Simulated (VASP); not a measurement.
```
IrO2
1.0
    1.47597     0.85215     4.69343
   -1.47597     0.85215     4.69343
    0.00000    -1.70431     4.69343
Ir O
1 2
Direct
  0.00297   0.00297   0.00297
  0.75020   0.75020   0.75020
  0.58013   0.58013   0.58013
```

All values below come from PBEsol GGA, VASP's PBE PAW potentials (set 64) (plane waves; VASP). Settings: 520 eV cut-off, 14×14×14 Γ-centred mesh, tetrahedra with Blöchl corrections, potentials Ir O.

The cores are frozen, which limits the accuracy of field gradients. Without a dispersion term in the relaxation, distances and binding between the weakly bound layers, chains or molecules are unreliable, and so is what depends on them.

Q: Give the principal components of the electric field gradient (V/Å²) and the asymmetry η at each nucleus.

A: 
```
atom    Vxx    Vyy    Vzz     η
----  -----  -----  -----  ----
Ir1   -82.9  -82.9  165.9  0.00
O2     18.3   18.3  -36.6  0.00
O3      0.5    0.5   -1.0  0.00
```

The structure was generated: IrO2 was put into the 3R-MoS2 type (R3m), which need not be its known phase. It was relaxed first, which changed the volume by +13 %.
